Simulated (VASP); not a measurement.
All values below come from LDA (Ceperley-Alder, Perdew-Zunger), VASP's LDA PAW potentials (set 64) (plane waves; VASP).

The input files of a VASP run:

**POSCAR**
```
AuAl2
1.0
  0.0000000000   2.9790735882   2.9790735882
  2.9790735882   0.0000000000   2.9790735882
  2.9790735882   2.9790735882   0.0000000000
Al Au
2 1
Cartesian
  1.4895367941   1.4895367941   1.4895367941
  4.4686103823   4.4686103823   4.4686103823
  0.0000000000   0.0000000000   0.0000000000
```

INCAR:
```
SYSTEM = AuAl2
PREC = Accurate
ENCUT = 520
EDIFF = 1E-6
NELM = 100
ALGO = Normal
LREAL = .FALSE.
LASPH = .TRUE.
ISMEAR = 1
SIGMA = 0.1
LMAXMIX = 6
LWAVE = .FALSE.
LCHARG = .FALSE.
IBRION = 2
ISIF = 3
NSW = 60
EDIFFG = -0.02
```

File KPOINTS:
```
Automatic mesh
0
Gamma
8 8 8
0 0 0
```

POTCAR, in this order: Al Au (LDA.64 set). Program: vasp_std.

The resulting files:

OUTCAR:
```
 ion  position               nearest neighbor table
   1  0.250  0.250  0.250-   3 2.58   3 2.58   3 2.58   3 2.58   2 2.98   2 2.98   2 2.98   2 2.98
                             2 2.98   2 2.98
   2  0.750  0.750  0.750-   3 2.58   3 2.58   3 2.58   3 2.58   1 2.98   1 2.98   1 2.98   1 2.98
                             1 2.98   1 2.98
   3  0.000  0.000  0.000-   2 2.58   2 2.58   2 2.58   1 2.58   1 2.58   1 2.58   2 2.58   1 2.58
  LATTYP: Found a face centered cubic cell.
 ALAT       =     5.9581471764
 Subroutine PRICEL returns:
 Original cell was already a primitive cell.
 Subroutine GETGRP returns: Found 48 space group operations
The static configuration has the point symmetry O_h .
The dynamic configuration has the point symmetry O_h .
 Subroutine INISYM returns: Found 48 space group operations
 Subroutine IBZKPT returns following result:
 Found     29 irreducible k-points:

 Following reciprocal coordinates:
            Coordinates               Weight
  0.000000  0.000000  0.000000      1.000000
  0.125000  0.000000  0.000000      8.000000
  0.250000  0.000000  0.000000      8.000000
  0.375000  0.000000  0.000000      8.000000
  0.500000  0.000000  0.000000      4.000000
  0.125000  0.125000  0.000000      6.000000
...
```

### OSZICAR
```
       N       E                     dE             d eps       ncg     rms          rms(c)
DAV:   1     0.593874875180E+02    0.59387E+02   -0.70411E+03   704   0.117E+03
DAV:   2    -0.134567287061E+02   -0.72844E+02   -0.66995E+02   772   0.205E+02
DAV:   3    -0.156551518805E+02   -0.21984E+01   -0.21743E+01   876   0.351E+01
DAV:   4    -0.156724186999E+02   -0.17267E-01   -0.17264E-01   808   0.366E+00
DAV:   5    -0.156726281389E+02   -0.20944E-03   -0.20942E-03   880   0.416E-01    0.937E+00
DAV:   6    -0.144286791427E+02    0.12439E+01   -0.64551E+00   788   0.286E+01    0.391E+00
DAV:   7    -0.143380309346E+02    0.90648E-01   -0.28019E-01   732   0.630E+00    0.184E+00
DAV:   8    -0.142980570681E+02    0.39974E-01   -0.31113E-02   800   0.125E+00    0.405E-01
DAV:   9    -0.142965362432E+02    0.15208E-02   -0.31192E-03   836   0.644E-01    0.214E-01
DAV:  10    -0.142965534462E+02   -0.17203E-04   -0.14505E-04   796   0.115E-01    0.390E-02
DAV:  11    -0.142965471093E+02    0.63369E-05   -0.93913E-06   864   0.268E-02    0.126E-02
DAV:  12    -0.142965469823E+02    0.12697E-06   -0.86562E-07   464   0.106E-02
   1 F= -.14296547E+02 E0= -.14296149E+02  d E =-.142965E+02
```

**OUTCAR**
```
------------------------ aborting loop because EDIFF is reached ----------------------------------------
  FORCE on cell =-STRESS in cart. coord.  units (eV):
  Direction    XX          YY          ZZ          XY          YZ          ZX
  --------------------------------------------------------------------------------------
  Total       -0.0414969     -0.0414969     -0.0414969      0.0000000     -0.0000000      0.0000000
  in kB       -1.2573399     -1.2573399     -1.2573399      0.0000000     -0.0000000      0.0000000
  external PRESSURE =      -1.2573399 kB  Pullay stress =       0.0000000 kB
  volume of cell :       52.88
      direct lattice vectors                 reciprocal lattice vectors
     0.000000000  2.979073588  2.979073588    -0.167837412  0.167837412  0.167837412
     2.979073588  0.000000000  2.979073588     0.167837412 -0.167837412  0.167837412
     2.979073588  2.979073588  0.000000000     0.167837412  0.167837412 -0.167837412
 POSITION                                       TOTAL-FORCE (eV/Angst)
 -----------------------------------------------------------------------------------
      1.48954      1.48954      1.48954         0.000000      0.000000      0.000000
      4.46861      4.46861      4.46861        -0.000000     -0.000000     -0.000000
      0.00000      0.00000      0.00000        -0.000000      0.000000      0.000000
 -----------------------------------------------------------------------------------
    total drift:                                0.000000     -0.000000      0.000000
  FREE ENERGIE OF THE ION-ELECTRON SYSTEM (eV)
  ---------------------------------------------------
  free  energy   TOTEN  =       -14.2965469823 eV

  energy  without entropy=      -14.2953527899  energy(sigma->0) =      -14.29614892

 reached required accuracy - stopping structural energy minimisation
```
(Selected blocks of OUTCAR.)

### OUTCAR
```
 val. band max:        7.7751933467   @ k =   0.3750   0.1250   0.0000

 cond. band min:       7.8389271324   @ k =  -0.1250   0.1250   0.0000


 Fermi energy:         7.8331131998

 k-point     1 :       0.0000    0.0000    0.0000
  band No.  band energies     occupation
      1      -2.8580      2.00000
      2       1.0921      2.00000
      3       1.0921      2.00000
      4       1.0921      2.00000
      5       2.0803      2.00000
      6       2.0803      2.00000
      7      10.1036      0.00000
      8      10.7966      0.00000
      9      10.7966      0.00000
     10      10.7966      0.00000
     11      11.8477      0.00000
     12      11.8477      0.00000

 k-point     2 :       0.1250    0.0000    0.0000
  band No.  band energies     occupation
      1      -2.6508      2.00000
      2       1.0274      2.00000
      3       1.1433      2.00000
      4       1.1433      2.00000
      5       2.0703      2.00000
      6       2.0703      2.00000
      7       8.4078     -0.00000
      8      10.1190      0.00000
      9      10.1190      0.00000
     10      10.3519      0.00000
     11      12.5394      0.00000
     12      12.5394      0.00000

 k-point     3 :       0.2500    0.0000    0.0000
  band No.  band energies     occupation
      1      -2.0596      2.00000
      2       0.9052      2.00000
      3       1.2517      2.00000
      4       1.2517      2.00000
      5       2.0777      2.00000
      6       2.0777      2.00000
      7       5.7925      2.00000
      8       9.1975     -0.00000
      9       9.1975     -0.00000
     10      10.6680      0.00000
     11      12.2511      0.00000
     12      12.2516      0.00000

 k-point     4 :       0.3750    0.0000    0.0000
  band No.  band energies     occupation
      1      -1.2492      2.00000
      2       0.9344      2.00000
      3       1.3237      2.00000
      4       1.3237      2.00000
      5       2.1490      2.00000
      6       2.1490      2.00000
...
```

Unless said otherwise, spin-orbit coupling is left out, though it shifts the bands of the heavy elements here.

The compound is AuAl2 in the fluorite structure. It was relaxed first. The start is the result of an earlier pass. The electron count is odd and the run is not spin-polarised, which forces a metal.
